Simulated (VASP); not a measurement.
A convergence study with VASP on FeAl (space group Pm-3m): one setting is varied, all else stays as given below, so the limit is that of these other settings.

```xyz
2
Lattice="2.9187 0.0000 0.0000 0.0000 2.9187 0.0000 0.0000 0.0000 2.9187" Properties=species:S:1:pos:R:3 pbc="T T T"
Al     1.4594     1.4594     1.4594
Fe     0.0000     0.0000     0.0000
```

These are LDA (Ceperley-Alder, Perdew-Zunger), VASP's LDA PAW potentials (set 64) (plane waves; VASP) values and carry that method's errors. The tightest run used: 450 eV cut-off, 11×11×11 Γ-centred mesh, Fermi-Dirac smearing of 0.10 eV, potentials Al Fe.

**Question.** The settings run are ENCUT = 150; ENCUT = 180; ENCUT = 210; ENCUT = 255; ENCUT = 360; ENCUT = 450. From which on does the highest Γ mode stay within 5 cm⁻¹ of the tightest run?

**Answer.** From ENCUT = 255 on: it is off by 1.5 there and by no more than 5 in any finer run, while ENCUT = 210 is off by 15.3.
| setting | highest Γ mode (cm⁻¹) | plane waves | difference judged (cm⁻¹) |
|---|---|---|---|
| ENCUT = 150 | 308.6 | 110 | 7.9 |
| ENCUT = 180 | 277.1 | 147 | 23.7 |
| ENCUT = 210 | 285.5 | 177 | 15.3 |
| ENCUT = 255 | 302.2 | 251 | 1.5 |
| ENCUT = 360 | 301.7 | 397 | 0.9 |
| ENCUT = 450 | 300.7 | 549 | 0.0 |

Left out are rungs that failed or repeat a setting and relaxations that didn't move; long series are thinned to 24 rows.

The structure is a typed FeAl crystal (space group no. 221). The cell was not relaxed at this level. The run is not spin-polarised, so no magnetic state was tried. The electron count is odd and the run is not spin-polarised, which forces a metal.
